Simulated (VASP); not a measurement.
A convergence study with VASP on HfN (rock salt): one setting is varied, all else stays as given below, so the limit is that of these other settings. The cell's lengths are 1 % over those of the tabulated start and one atom is moved, so it is off equilibrium.

```
HfN
1.0
    0.00000     2.28260     2.28260
    2.28260     0.00000     2.28260
    2.28260     2.28260     0.00000
Hf N
1 1
Direct
  0.00000   0.00000   0.00000
  0.48673   0.51327   0.51327
```

Method: LDA (Ceperley-Alder, Perdew-Zunger), VASP's LDA PAW potentials (set 64) (plane waves; VASP). The tightest run used: 1000 eV cut-off, 15×15×15 Γ-centred mesh, first-order Methfessel-Paxton smearing of 0.10 eV, potentials Hf_pv N.

Question: The settings run are ENCUT = 250; ENCUT = 350; ENCUT = 450; ENCUT = 550; ENCUT = 650; ENCUT = 700; ENCUT = 750; ENCUT = 800; ENCUT = 850; ENCUT = 1000. From which on does the stress (every component) stay within 0.5 GPa of the tightest run?

Answer: From ENCUT = 550 on: it is off by 0.07 there and by no more than 0.5 in any finer run, while ENCUT = 450 is off by 0.89.
```
setting       E (eV/atom)  pressure (GPa)  largest force (eV/Å)  plane waves  difference judged (GPa)
------------  -----------  --------------  --------------------  -----------  -----------------------
ENCUT = 250      -11.8584          -58.30                 0.575          222                    40.66
ENCUT = 350      -11.8705          -26.29                 0.583          364                     8.60
ENCUT = 450      -11.8797          -18.58                 0.594          533                     0.89
ENCUT = 550      -11.8789          -17.77                 0.594          725                     0.07
ENCUT = 650      -11.8799          -17.90                 0.594          914                     0.20
ENCUT = 700      -11.8804          -17.90                 0.595         1018                     0.20
ENCUT = 750      -11.8808          -17.83                 0.595         1125                     0.14
ENCUT = 800      -11.8810          -17.78                 0.595         1243                     0.09
ENCUT = 850      -11.8811          -17.74                 0.595         1363                     0.04
ENCUT = 1000     -11.8811          -17.70                 0.595         1735                     0.00
```

Left out are rungs that failed or repeat a setting and relaxations that didn't move; long series are thinned to 24 rows.

The compound is HfN in the rock salt structure. The cell was not relaxed at this level, it is distorted from the ideal structure. The electron count is odd and the run is not spin-polarised, which forces a metal.
